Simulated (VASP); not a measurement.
CuPt:

```
Cu Pt
1.0
     2.77261    0.00000    0.00000
     0.00000    2.77261    0.00000
     0.00000    0.00000    7.19640
Cu Pt
2 2
Direct
  0.00000 0.50000 0.38971
  0.50000 0.00000 0.61029
  0.00000 0.50000 0.85756
  0.50000 0.00000 0.14244
```

The cell was built by a generator and needn't be a form met in nature.

* Program: VASP 6.6.1
* Task: relaxation of cell and atoms
* Functional: LDA
* Potentials or basis: VASP PAW LDA potentials, release 64 (Cu, Pt)
* Cutoff: 600 eV
* k mesh: 7 × 7 × 3
* Occupations: fermi-dirac, width 0.05 eV
* Spin: no spin polarisation

At the start: pressure -13.7 GPa; volume 13.83 Å³/atom.

Problem. How do energy, volume and symmetry change on relaxing?

Solution. Over 17 steps the energy falls by 44.0 meV/atom and the volume is 12.91 Å³/atom (-6.6 %); space group P4/nmm (No. 129, to 0.05 Å).

Step by step:
```
step  energy change (eV)  largest force (eV/Å)  pressure (GPa)  volume (Å³)
   1              0.0000                0.0292          -13.70        55.32
   2              0.3769                0.7334           36.46        46.38
   3             -0.1695                0.1982           -0.49        51.84
   4             -0.1696                0.2051           -0.04        51.75
   5             -0.1696                0.2106            0.26        51.68
   6             -0.1745                0.1114            0.37        51.63
   7             -0.1757                0.0298            0.42        51.58
   8             -0.1754                0.0117           -0.88        51.84
   9             -0.1758                0.0151           -0.08        51.68
  10             -0.1758                0.0169           -0.08        51.67
  11             -0.1758                0.0216            0.14        51.64
  12             -0.1758                0.0160            0.00        51.67
  13             -0.1758                0.0157            0.01        51.67
  14             -0.1759                0.0068           -0.01        51.66
  15             -0.1759                0.0059           -0.01        51.66
  16             -0.1759                0.0070            0.01        51.66
  17             -0.1759                0.0045            0.00        51.66
```

Final structure:
```yaml
crystal:
  lattice:
    - [2.69959, 0.00000, 0.00000]
    - [0.00000, 2.69959, 0.00000]
    - [0.00000, 0.00000, 7.08838]
  atoms:
    - { symbol: Cu, position: [0.00000, 0.50000, 0.39208] }
    - { symbol: Cu, position: [0.50000, 0.00000, 0.60792] }
    - { symbol: Pt, position: [0.00000, 0.50000, 0.85609] }
    - { symbol: Pt, position: [0.50000, 0.00000, 0.14391] }
```
